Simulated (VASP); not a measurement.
Crystal: SnO.

```
Sn O
1.0
     3.84940    0.00000    0.00000
     0.00000    3.84940    0.00000
     0.00000    0.00000    4.89400
Sn O
2 2
Cartesian
  1.9247 0.0000 1.1633
  0.0000 1.9247 3.7307
  0.0000 0.0000 0.0000
  1.9247 1.9247 0.0000
```

- Program: VASP 6.6.1
- Task: relaxation of cell and atoms
- Functional: r2SCAN
- Potentials or basis: VASP PAW PBE potentials, release 64 (Sn_d, O)
- Cutoff: 600 eV
- k mesh: 10 × 10 × 8
- Occupations: gaussian, width 0.02 eV
- Spin: no spin polarisation

At the start: pressure -2.6 GPa; volume 18.13 Å³/atom.

Task: Where does the relaxation end?

Result: Over 13 steps the energy falls by 4.6 meV/atom and the volume is 17.81 Å³/atom (-1.8 %); space group P4/nmm (No. 129, to 0.05 Å).

The path:
```csv
step,energy change (eV),largest force (eV/Å),pressure (GPa),volume (Å³)
1,0.0000,0.4458,-2.64,72.52
2,0.0037,0.5884,3.11,69.42
3,-0.0177,0.0312,-0.05,71.01
4,-0.0177,0.0410,0.01,70.98
5,-0.0180,0.0145,0.06,70.92
6,-0.0181,0.0014,0.08,70.88
7,-0.0181,0.0036,0.09,70.88
8,-0.0181,0.0249,-0.04,70.98
9,-0.0181,0.0213,-0.01,70.96
10,-0.0181,0.0151,-0.01,71.01
11,-0.0182,0.0025,0.00,71.13
12,-0.0182,0.0091,0.00,71.18
13,-0.0182,0.0014,-0.03,71.24
```

Final structure:
```yaml
crystal:
  lattice:
    - [3.81341, 0.00000, 0.00000]
    - [0.00000, 3.81341, 0.00000]
    - [0.00000, 0.00000, 4.89906]
  atoms:
    - { symbol: Sn, position: [0.50000, 0.00000, 0.23499] }
    - { symbol: Sn, position: [0.00000, 0.50000, 0.76501] }
    - { symbol: O, position: [0.00000, 0.00000, 0.00000] }
    - { symbol: O, position: [0.50000, 0.50000, 0.00000] }
```

Caveat: the PAW data sets were made with another functional, which shifts forces and pressure a little.
